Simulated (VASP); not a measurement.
Be4CuGe:

```
Ge Cu Be
1.0
     0.00000    3.12305    3.12305
     3.12305    0.00000    3.12305
     3.12305    3.12305    0.00000
Ge Cu Be
1 1 4
Cartesian
  0.0000 0.0000 0.0000
  1.5615 1.5615 1.5615
  3.8995 2.3466 2.3466
  3.8995 3.8995 3.8995
  2.3466 2.3466 3.8995
  2.3466 3.8995 2.3466
```

The cell comes from a database or a generator and needn't be the stable form of this composition.

```yaml
Program: VASP 6.6.1
Task: single point
Functional: PBE
Potentials_or_basis: VASP PAW PBE potentials, release 64 (Ge_d, Cu, Be)
Cutoff: 520 eV
k_mesh: 7 × 7 × 7
Occupations: fermi-dirac, width 0.05 eV
Spin: no spin polarisation
```

On this cell: pressure 0.9 GPa; largest force under 0.003 eV/Å; band gap on the k mesh none (metal or under the smearing width).

The same run follows on a disturbed copy (atoms moved at random, drawn with an rms of 0.05 Å):

```
Ge Cu Be
1.0
     0.00000    3.12305    3.12305
     3.12305    0.00000    3.12305
     3.12305    3.12305    0.00000
Ge Cu Be
1 1 4
Direct
  0.00448 0.99911 0.00751
  0.24636 0.25305 0.24444
  0.12520 0.63206 0.62667
  0.63252 0.60644 0.61618
  0.62393 0.61183 0.13852
  0.61858 0.12568 0.61972
```

Question: What changes?

Answer: The energy (extrapolated to zero smearing) moves by +8.3 meV/atom; pressure 1.3 GPa; largest force 0.698 eV/Å; band gap on the k mesh none (metal or under the smearing width).

Forces in eV/Å, atoms in the order of the input:
```
Ge  -0.138 -0.166 -0.103
Cu   0.009  0.137 -0.017
Be  -0.078 -0.032 -0.180
Be   0.532  0.350  0.286
Be  -0.274 -0.484  0.293
Be  -0.051  0.195 -0.279
```

Stress tensor (GPa, compression positive):
```
 1.48  0.58  0.21
 0.58  1.24 -0.37
 0.21 -0.37  1.06
```
